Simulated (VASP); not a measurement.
Computed with PBE GGA, VASP's PBE PAW potentials (set 64) (plane waves; VASP).

Input for VASP

### KPOINTS
```
Automatic mesh
0
Gamma
5 5 3
0 0 0
```

INCAR:
```
SYSTEM  =  FeP
PREC  =  Accurate; ENCUT  =  300; LREAL  =  .False.
LASPH  =  .True.
EDIFF  =  1E-6; NELM  =  100; ALGO  =  Normal
LMAXMIX  =  4
ISMEAR  =  -1; SIGMA  =  0.05
GGA  =  PE
MAGMOM  =  2*4.0 2*0.0
ISPIN  =  2
ISIF  =  2
LWAVE  =  .False.; LCHARG  =  .False.; LORBIT  =  11
```

### POSCAR
```
FeP
1
    3.5377670000     0.0000000000     0.0000000000
    0.0000000000     3.5377670000     0.0000000000
    0.0000000000     0.0000000000     6.2293240000
Fe P
2 2
Direct
  0.0000000000   0.5000000000   0.0000000000
  0.5000000000   0.0000000000   0.5000000000
  0.0000000000   0.0000000000   0.2500000000
  0.0000000000   0.0000000000   0.7500000000
```

POTCAR, in this order: Fe P (PBE.64 set). Program: vasp_std.

Output of the run:

### OUTCAR
```
 ion  position               nearest neighbor table
   1  0.000  0.500  0.000-   3 2.36   4 2.36   3 2.36   4 2.36
   2  0.500  0.000  0.500-   3 2.36   4 2.36   3 2.36   4 2.36
   3  0.000  0.000  0.250-   1 2.36   2 2.36   1 2.36   2 2.36
   4  0.000  0.000  0.750-   1 2.36   2 2.36   1 2.36   2 2.36
  LATTYP: Found a simple tetragonal cell.
 ALAT       =     3.5377670000
 C/A-ratio  =     1.7608067462
 Subroutine PRICEL returns:
 Original cell was already a primitive cell.
 Subroutine GETGRP returns: Found 16 space group operations
The static configuration has the point symmetry D_2h.
 The point group associated with its full space group is D_4h.
The dynamic configuration has the point symmetry D_2h.
The overall configuration has the point symmetry D_2h.
 Subroutine INISYM returns: Found 16 space group operations
 Subroutine IBZKPT returns following result:
 Found     12 irreducible k-points:

 Following reciprocal coordinates:
            Coordinates               Weight
  0.000000  0.000000  0.000000      1.000000
  0.200000  0.000000  0.000000      4.000000
  0.400000  0.000000  0.000000      4.000000
  0.200000  0.200000  0.000000      4.000000
...
```

File OSZICAR:
```
       N       E                     dE             d eps       ncg     rms          rms(c)
DAV:   1     0.114125054301E+03    0.11413E+03   -0.78828E+03  1008   0.797E+02
DAV:   2    -0.201097275952E+02   -0.13423E+03   -0.12619E+03  1008   0.220E+02
DAV:   3    -0.302749548149E+02   -0.10165E+02   -0.96135E+01  1321   0.631E+01
DAV:   4    -0.306669644431E+02   -0.39201E+00   -0.39057E+00  1250   0.140E+01
DAV:   5    -0.306813521565E+02   -0.14388E-01   -0.14383E-01  1369   0.247E+00    0.203E+01
DAV:   6    -0.414361572459E+02   -0.10755E+02   -0.76849E+01  1355   0.133E+02    0.543E+01
DAV:   7    -0.250906498247E+02    0.16346E+02   -0.62483E+01  1141   0.919E+01    0.675E+00
DAV:   8    -0.256833856911E+02   -0.59274E+00   -0.42066E+00  1231   0.114E+01    0.323E+00
DAV:   9    -0.256555237955E+02    0.27862E-01   -0.25015E-01  1281   0.633E+00    0.140E+00
DAV:  10    -0.256604459242E+02   -0.49221E-02   -0.32779E-02  1301   0.118E+00    0.743E-01
DAV:  11    -0.256649662060E+02   -0.45203E-02   -0.14040E-02  1504   0.861E-01    0.359E-01
DAV:  12    -0.256666172168E+02   -0.16510E-02   -0.36231E-03  1431   0.618E-01    0.180E-01
DAV:  13    -0.256669997006E+02   -0.38248E-03   -0.12679E-03  1489   0.275E-01    0.122E-01
DAV:  14    -0.256672289550E+02   -0.22925E-03   -0.66191E-04  1388   0.155E-01    0.888E-02
DAV:  15    -0.256673262308E+02   -0.97276E-04   -0.46314E-04  1466   0.126E-01    0.549E-02
DAV:  16    -0.256673156304E+02    0.10600E-04   -0.43674E-04  1487   0.148E-01    0.320E-02
DAV:  17    -0.256673798401E+02   -0.64210E-04   -0.24018E-05  1212   0.484E-02    0.124E-02
DAV:  18    -0.256673902487E+02   -0.10409E-04   -0.10607E-05  1084   0.290E-02    0.695E-03
DAV:  19    -0.256673907291E+02   -0.48039E-06   -0.39589E-06   675   0.168E-02
   1 F= -.25667391E+02 E0= -.25645775E+02  d E =-.432309E-01  mag=     5.1162
```

### OUTCAR
```
------------------------ aborting loop because EDIFF is reached ----------------------------------------
  FORCE on cell =-STRESS in cart. coord.  units (eV):
  Direction    XX          YY          ZZ          XY          YZ          ZX
  --------------------------------------------------------------------------------------
  Total       -4.2366954     -4.2366954     -4.3765589     -0.0000000      0.0000000      0.0000000
  in kB      -87.0639670    -87.0639670    -89.9381574     -0.0000000      0.0000000      0.0000000
  external PRESSURE =     -88.0220305 kB  Pullay stress =       0.0000000 kB
  volume of cell :       77.96
      direct lattice vectors                 reciprocal lattice vectors
     3.537767000  0.000000000  0.000000000     0.282664178  0.000000000  0.000000000
     0.000000000  3.537767000  0.000000000     0.000000000  0.282664178  0.000000000
     0.000000000  0.000000000  6.229324000     0.000000000  0.000000000  0.160531062
 POSITION                                       TOTAL-FORCE (eV/Angst)
 -----------------------------------------------------------------------------------
      0.00000      1.76888      0.00000         0.000000      0.000000      0.000000
      1.76888      0.00000      3.11466         0.000000      0.000000      0.000000
      0.00000      0.00000      1.55733         0.000000     -0.000000     -0.000000
      0.00000      0.00000      4.67199        -0.000000      0.000000      0.000000
 -----------------------------------------------------------------------------------
    total drift:                               -0.000000     -0.000000      0.000000
  FREE ENERGIE OF THE ION-ELECTRON SYSTEM (eV)
  ---------------------------------------------------
  free  energy   TOTEN  =       -25.6673907291 eV

  energy  without entropy=      -25.6241598213  energy(sigma->0) =      -25.64577528

 total charge

# of ion       s       p       d       tot
------------------------------------------
    1        0.416   0.387   6.162   6.964
    2        0.416   0.387   6.162   6.964
    3        1.056   1.400   0.000   2.456
    4        1.056   1.400   0.000   2.456
--------------------------------------------------
tot          2.943   3.573  12.323  18.840

 magnetization (x)

# of ion       s       p       d       tot
------------------------------------------
    1        0.064   0.035   2.462   2.561
    2        0.064   0.035   2.462   2.561
    3       -0.004  -0.050   0.000  -0.054
    4       -0.004  -0.050   0.000  -0.054
--------------------------------------------------
tot          0.120  -0.029   4.924   5.014
```
(Selected blocks of OUTCAR.)

**OUTCAR**
```
 val. band max:        3.6806124964   @ k =   0.2000   0.0000   0.0000

 cond. band min:       3.7380757013   @ k =   0.2000   0.0000   0.3333


 Fermi energy:         3.6895299610

 spin component 1

 k-point     1 :       0.0000    0.0000    0.0000
  band No.  band energies     occupation
      1      -8.0703      1.00000
      2      -5.8593      1.00000
      3      -2.5764      1.00000
      4       0.0518      1.00000
      5       0.0518      1.00000
      6       0.3759      1.00000
      7       1.2084      1.00000
      8       1.3404      1.00000
      9       1.3404      1.00000
     10       1.3785      1.00000
     11       1.5928      1.00000
     12       1.6669      1.00000
     13       1.6950      1.00000
     14       3.1669      0.99997
     15       3.1669      0.99997
     16       4.9385      0.00000
     17       6.8896      0.00000
     18       6.8896      0.00000
     19       7.9398      0.00000
     20       9.8682      0.00000
     21      10.1272      0.00000

 k-point     2 :       0.2000    0.0000    0.0000
  band No.  band energies     occupation
      1      -7.7832      1.00000
      2      -5.7374      1.00000
      3      -2.2682      1.00000
      4      -0.0250      1.00000
      5       0.1222      1.00000
      6       0.1963      1.00000
      7       0.8910      1.00000
      8       1.3121      1.00000
      9       1.3296      1.00000
     10       1.3912      1.00000
     11       1.4217      1.00000
     12       1.5752      1.00000
     13       1.7301      1.00000
     14       2.2417      1.00000
     15       3.6204      0.79949
     16       4.2725      0.00001
     17       6.2509      0.00000
     18       6.8988      0.00000
     19       7.8170      0.00000
     20       8.8409      0.00000
     21      10.7144      0.00000

 k-point     3 :       0.4000    0.0000    0.0000
  band No.  band energies     occupation
      1      -7.2051      1.00000
...
```

At this cut-off the stress carries a Pulay error, which pulls relaxed volumes low.

The structure was generated: FeP was put into an ordered model structure, which need not be its known phase. The cell was not relaxed at this level. The k-mesh is coarse (spacing up to 0.36 per Å, 2π included), so the numbers may not be converged in it.
